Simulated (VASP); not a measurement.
# Sc2I (Immm) in VASP: reference runs

How does Sc2I come out in PBE? The cell is run as given.

All numbers are computed with VASP 6.6.1; they aren't measurements. Logs are shortened: lines on timing, memory, paths and dates and some standing lists are left out, and cuts for length are marked.

## Step 1: The structure

It takes space group Immm (No. 71, orthorhombic). The conventional cell has a = 4.852 Å, b = 5.110 Å, c = 7.618 Å, α = 90.00°, β = 90.00°, γ = 90.00°. Sc (site symmetry m2m) is surrounded by 1 Sc at 2.33 Å. I (site symmetry mmm) has 4 Sc at 2.69 Å as nearest neighbours.

The cell was built by a generator and needn't be a form met in nature.

## Step 2: Single point, PBE

INCAR

```
  PREC = Accurate
  ENCUT = 520
  EDIFF = 1E-7
  ISMEAR = -1
  SIGMA = 0.05
  LREAL = F
  LASPH = T
  NELM = 80
  ALGO = Normal
  ISIF = 2
  LWAVE = F
  LCHARG = T
  GGA = PE
  LELF = T
  LVHAR = T
  NBANDS = 22
```

KPOINTS

```
Automatic mesh
0
Gamma
  8 8 8
```

POSCAR

```
Sc2I
1.0
   -2.4259093000      2.5551373000      3.8087704300
    2.4259093000     -2.5551373000      3.8087704300
    2.4259093000      2.5551373000     -3.8087704300
Sc I
2 1
Direct
    0.2277672800      0.0000000000      0.2277672800
    0.7722327200      0.0000000000      0.7722327200
    0.0000000000      0.5000000000      0.5000000000
```

Potentials or basis: VASP PAW PBE potentials, release 64 (Sc_sv, I).

Run with:

```
> cat potpaw_PBE.64/Sc_sv/POTCAR potpaw_PBE.64/I/POTCAR > POTCAR
> mpirun -np 1 vasp_std > vasp.out
```

OUTCAR:

```text
PREC = Accurate
   ENCUT = 520
   EDIFF = 1E-7
   ISMEAR = -1
   LREAL = F
   LASPH = T
   NELM = 80
   ISIF = 2
   GGA = PE

 ion  position               nearest neighbor table
   1  0.228  0.000  0.228-   2 2.33   3 2.69   3 2.69   2 2.78
   2  0.772  0.000  0.772-   1 2.33   3 2.69   3 2.69   1 2.78
   3  0.000  0.500  0.500-   1 2.69   2 2.69   1 2.69   2 2.69

  LATTYP: Found a body centered orthorhombic cell.
 ALAT       =     4.8518186000
 B/A-ratio  =     1.0532699223
 C/A-ratio  =     1.5700382657

  Lattice vectors:

 A1 = (  -2.4259093000,   2.5551373000,   3.8087704300)
 A2 = (   2.4259093000,  -2.5551373000,   3.8087704300)
 A3 = (   2.4259093000,   2.5551373000,  -3.8087704300)

Analysis of symmetry for initial positions (statically):
=====================================================================
 Subroutine PRICEL returns:
 Original cell was already a primitive cell.

 Routine SETGRP: Setting up the symmetry group for a
 body centered orthorhombic supercell.

 Subroutine GETGRP returns: Found  8 space group operations
 (whereof  8 operations were pure point group operations)
 out of a pool of  8 trial point group operations.

The static configuration has the point symmetry D_2h.

Analysis of symmetry for dynamics (positions and initial velocities):
=====================================================================
 Subroutine PRICEL returns:
 Original cell was already a primitive cell.

 Routine SETGRP: Setting up the symmetry group for a
 body centered orthorhombic supercell.

 Subroutine GETGRP returns: Found  8 space group operations
 (whereof  8 operations were pure point group operations)
 out of a pool of  8 trial point group operations.

The dynamic configuration has the point symmetry D_2h.

 Subroutine INISYM returns: Found  8 space group operations
 (whereof  8 operations are pure point group operations),
 and found     1 'primitive' translations

----------------------------------------------------------------------------------------

                                     Primitive cell

  volume of cell :      94.4351

  direct lattice vectors                    reciprocal lattice vectors
    -2.425909300  2.555137300  3.808770430     0.000000000  0.195684201  0.131275961
     2.425909300 -2.555137300  3.808770430     0.206108283  0.000000000  0.131275961
     2.425909300  2.555137300 -3.808770430     0.206108283  0.195684201  0.000000000

  length of vectors
     5.188496385  5.188496385  5.188496385     0.235638886  0.244364487  0.284205789

  position of ions in fractional coordinates (direct lattice)
     0.227767280  0.000000000  0.227767280
     0.772232720  0.000000000  0.772232720
     0.000000000  0.500000000  0.500000000

  ion indices of the primitive-cell ions
   primitive index   ion index
                 1           1
                 2           2
                 3           3

----------------------------------------------------------------------------------------

 KPOINTS: Automatic mesh

Automatic generation of k-mesh.
 Grid dimensions read from file:
 generate k-points for:    8    8    8

 Generating k-lattice:

  Cartesian coordinates                     Fractional coordinates (reciprocal lattice)
     0.000000000  0.024460525  0.016409495     0.125000000  0.000000000  0.000000000
     0.025763535  0.000000000  0.016409495     0.000000000  0.125000000  0.000000000
     0.025763535  0.024460525  0.000000000     0.000000000  0.000000000  0.125000000

  Length of vectors
     0.029454861  0.030545561  0.035525724

  Shift w.r.t. Gamma in fractional coordinates (k-lattice)
     0.000000000  0.000000000  0.000000000

 Subroutine IBZKPT returns following result:
 ===========================================

 Found     95 irreducible k-points:

 Following reciprocal coordinates:
            Coordinates               Weight
  0.000000  0.000000  0.000000      1.000000
  0.125000  0.000000 -0.000000      4.000000
  0.250000  0.000000 -0.000000      4.000000
  0.375000  0.000000  0.000000      4.000000
  0.500000  0.000000 -0.000000      2.000000
  0.000000  0.125000 -0.000000      4.000000
[... 16 lines left out ...]
  0.125000  0.375000 -0.000000      8.000000
  0.250000  0.375000 -0.000000      8.000000
 [... further k-points ...]
   k-points           NKPTS =     95   k-points in BZ     NKDIM =     95   number of bands    NBANDS=     22
   number of dos      NEDOS =    301   number of ions     NIONS =      3
   total plane-waves  NPLWV =  64000
   dimension x,y,z NGX =    40 NGY =   40 NGZ =   40
   dimension x,y,z NGXF=    80 NGYF=   80 NGZF=   80
   ions per type =               2   1
   NGX,Y,Z   is equivalent  to a cutoff of  12.82, 12.82, 12.82 a.u.
   NGXF,Y,Z  is equivalent  to a cutoff of  25.63, 25.63, 25.63 a.u.
 SYSTEM =  unknown system
   PREC   = accura    normal or accurate (medium, high low for compatibility)
   ISTART =      0    job   : 0-new  1-cont  2-samecut
   ICHARG =      2    charge: 1-file 2-atom 10-const
   ISPIN  =      1    spin polarized calculation?
   LNONCOLLINEAR =      F non collinear calculations
   LSORBIT =      F    spin-orbit coupling
   LASPH  =      T    aspherical Exc in radial PAW
   ENCUT  =  520.0 eV  38.22 Ry    6.18 a.u.   9.65  9.65  9.65*2*pi/ulx,y,z
   NELM   =     80;   NELMIN=  2; NELMDL= -5     # of ELM steps
   EDIFF  = 0.1E-06   stopping-criterion for ELM
   LREAL  =      F    real-space projection
   EDIFFG = 0.1E-05   stopping-criterion for IOM
   NSW    =      0    number of steps for IOM
   IBRION =     -1    ionic relax: 0-MD 1-quasi-New 2-CG
   NFREE  =      0    steps in history (QN), initial steepest desc. (CG)
   ISIF   =      2    stress and relaxation
   ISYM   =      2    0-nonsym 1-usesym 2-fastsym
   POTIM  = 0.5000    time-step for ionic-motion
   TEBEG  =    0.0;   TEEND  =   0.0 temperature during run
   PSTRESS=    0.0 pullay stress
   NELECT =      29.0000    total number of electrons
   NUPDOWN=      -1.0000    fix difference up-down
   EMIN   =  10.00;   EMAX   =-10.00  energy-range for DOS
   EFERMI =   0.00;   METHOD = LEGACY
   ISMEAR =    -1;   SIGMA  =   0.05  broadening in eV -4-tet -1-fermi 0-gaus
   EFERMI_NEDOS =   21; number of points for ismear=-14 and -15
   IALGO  =     38    algorithm
   IMIX   =      4    mixing-type and parameters
     AMIX     =   0.40;   BMIX     =  1.00
     AMIX_MAG =   1.60;   BMIX_MAG =  1.00
  volume/ion in A,a.u.               =      31.48       212.43
  Fermi-wavevector in a.u.,A,eV,Ry     =   1.104493  2.087189 16.597812  1.219905
  Thomas-Fermi vector in A             =   2.240967
   LORBIT       =      0    0 simple, 1 ext, 2 COOP (PROOUT), +10 PAW based schemes
   GGA     = PE    functional components
   LHFCALC =     F    Hartree Fock is set to
   AEXX    =    0.0000 exact exchange contribution
   IVDW    =     0    specifies the selected vdW correction
   LEPSILON=     F    determine dielectric tensor
   LRPA    =     F    only Hartree local field effects (RPA)
 non-spin polarized calculation
  energy-cutoff  :      520.00
  volume of cell :       94.44
 maximum number of plane-waves:      2566
   NGX = 19   NGY = 19   NGZ = 19

 number of electron      29.0000001 magnetization

 Free energy of the ion-electron system (eV)
  ---------------------------------------------------
  ext. energy  EPLUGINS =         0.00000000
  ---------------------------------------------------
  free energy    TOTEN  =       -11.32560773 eV

  energy without entropy =      -11.29958745  energy(sigma->0) =      -11.31259759

 E-fermi :   4.4963     XC(G=0):  -8.7450

 val. band max:        4.4915002498   @ k =   0.1250  -0.1250   0.1250
 cond. band min:       4.5114232673   @ k =   0.2500  -0.1250   0.1250
 fundamental gap:      0.0199230175
 Fermi energy:         4.4963486877

 k-point     1 :       0.0000    0.0000    0.0000
  band No.  band energies     occupation
      1     -45.1405      2.00000
      2     -44.7227      2.00000
      3     -24.6192      2.00000
      4     -24.0214      2.00000
      5     -23.7636      2.00000
      6     -23.6718      2.00000
[... 14 lines left out ...]
     21       7.5899      0.00000
     22       8.6656      0.00000

 k-point     2 :       0.1250    0.0000   -0.0000
  band No.  band energies     occupation
      1     -45.1332      2.00000
      2     -44.7306      2.00000
      3     -24.5735      2.00000
      4     -24.0155      2.00000
      5     -23.7580      2.00000
      6     -23.6783      2.00000
[... 14 lines left out ...]
     21       7.8635      0.00000
     22       8.3615      0.00000

 k-point     3 :       0.2500    0.0000   -0.0000
  band No.  band energies     occupation
      1     -45.1144      2.00000
      2     -44.7510      2.00000
      3     -24.4508      2.00000
      4     -24.0000      2.00000
      5     -23.7434      2.00000
      6     -23.6952      2.00000
[... 14 lines left out ...]
     21       7.3372      0.00000
     22       8.0051      0.00000

 k-point     4 :       0.3750    0.0000    0.0000
  band No.  band energies     occupation
      1     -45.0932      2.00000
      2     -44.7737      2.00000
      3     -24.3026      2.00000
      4     -23.9826      2.00000
      5     -23.7265      2.00000
      6     -23.7140      2.00000
[... 14 lines left out ...]
     21       6.8153      0.00000
     22       7.4973      0.00000

 k-point     5 :       0.5000    0.0000   -0.0000
  band No.  band energies     occupation
      1     -45.0835      2.00000
      2     -44.7841      2.00000
      3     -24.2291      2.00000
      4     -23.9747      2.00000
      5     -23.7226      2.00000
      6     -23.7186      2.00000
[... 14 lines left out ...]
     21       6.7180      0.00000
     22       7.2126      0.00000

 k-point     6 :       0.0000    0.1250   -0.0000
  band No.  band energies     occupation
      1     -45.1405      2.00000
      2     -44.7226      2.00000
      3     -24.6192      2.00000
      4     -24.0249      2.00000
      5     -23.7642      2.00000
      6     -23.6735      2.00000
[... 14 lines left out ...]
     21       8.0315      0.00000
     22       8.3496      0.00000

 k-point     7 :       0.1250    0.1250   -0.0000
  band No.  band energies     occupation
      1     -45.1332      2.00000
      2     -44.7305      2.00000
      3     -24.5735      2.00000
      4     -24.0191      2.00000
      5     -23.7592      2.00000
      6     -23.6799      2.00000
[... 324 lines left out ...]
      6     -23.7016      2.00000
[... 14 lines left out ...]
     21       7.0026      0.00000
     22       7.1970      0.00000

 k-point    21 :      -0.1250    0.2500   -0.0000
  band No.  band energies     occupation
      1     -45.1332      2.00000
      2     -44.7304      2.00000
      3     -24.5731      2.00000
      4     -24.0268      2.00000
      5     -23.7588      2.00000
      6     -23.6843      2.00000
[... 14 lines left out ...]
     21       7.4196      0.00000
     22       7.7927      0.00000

 k-point    22 :       0.0000    0.3750   -0.0000
  band No.  band energies     occupation
      1     -45.1403      2.00000
      2     -44.7224      2.00000
      3     -24.6191      2.00000
      4     -24.0416      2.00000
      5     -23.7670      2.00000
      6     -23.6815      2.00000
[... 14 lines left out ...]
     21       7.1039      0.00000
     22       7.4758      0.00000

 k-point    23 :       0.1250    0.3750   -0.0000
  band No.  band energies     occupation
      1     -45.1330      2.00000
      2     -44.7303      2.00000
      3     -24.5733      2.00000
      4     -24.0356      2.00000
      5     -23.7615      2.00000
      6     -23.6881      2.00000
[... 14 lines left out ...]
     21       6.8351      0.00000
     22       7.4297      0.00000

 k-point    24 :       0.2500    0.3750   -0.0000
  band No.  band energies     occupation
      1     -45.1143      2.00000
      2     -44.7506      2.00000
      3     -24.4504      2.00000
      4     -24.0196      2.00000
      5     -23.7460      2.00000
      6     -23.7053      2.00000
[... 14 lines left out ...]
     21       6.6843      0.00000
     22       7.1987      0.00000

 [... further k-points ...]

------------------------ aborting loop because EDIFF is reached ----------------------------------------

  FORCE on cell =-STRESS in cart. coord.  units (eV):
  Direction    XX          YY          ZZ          XY          YZ          ZX
  --------------------------------------------------------------------------------------
  -------------------------------------------------------------------------------------
  Total        8.4491963      8.7201373     -3.1842396      0.0000000      0.0000000      0.0000000
  in kB      143.3482491    147.9450077    -54.0235017      0.0000000      0.0000000      0.0000000
  external PRESSURE =      79.0899184 kB  Pullay stress =       0.0000000 kB

 VOLUME and BASIS-vectors are now :
 -----------------------------------------------------------------------------
  energy-cutoff  :      520.00
  volume of cell :       94.44
      direct lattice vectors                 reciprocal lattice vectors
    -2.425909300  2.555137300  3.808770430     0.000000000  0.195684201  0.131275961
     2.425909300 -2.555137300  3.808770430     0.206108283  0.000000000  0.131275961
     2.425909300  2.555137300 -3.808770430     0.206108283  0.195684201  0.000000000

 POSITION                                       TOTAL-FORCE (eV/Angst)
 -----------------------------------------------------------------------------------
      0.00000      1.16395      0.00000         0.000000      2.361299      0.000000
      0.00000      3.94632      0.00000         0.000000     -2.361299     -0.000000
      2.42591      0.00000      0.00000         0.000000      0.000000     -0.000000
 -----------------------------------------------------------------------------------
    total drift:                                0.000000      0.000000     -0.000000

  FREE ENERGIE OF THE ION-ELECTRON SYSTEM (eV)
  ---------------------------------------------------
  free  energy   TOTEN  =       -11.3256077271 eV

  energy  without entropy=      -11.2995874520  energy(sigma->0) =      -11.31259759
```

Wall time 2.1 min (1 thread of AMD EPYC 9R45 (Zen 5), shared host); peak memory 0.33 GiB.

What came out:

```yaml
Free_energy: -11.3256 eV
Pressure: 7.9 GPa
Largest_force: 2.361 eV/Å
Band_gap_on_the_k_mesh: none (metal or under the smearing width)
```

Forces on the atoms (eV/Å):
```
Sc   0.000  2.361  0.000
Sc   0.000 -2.361  0.000
I    0.000  0.000  0.000
```

Stress tensor (GPa, compression positive):
```
14.33  0.00  0.00
 0.00 14.79  0.00
 0.00  0.00 -5.40
```

Caveat: an odd number of electrons without spin polarisation forces a metal; a magnetic or distorted state may lie lower.
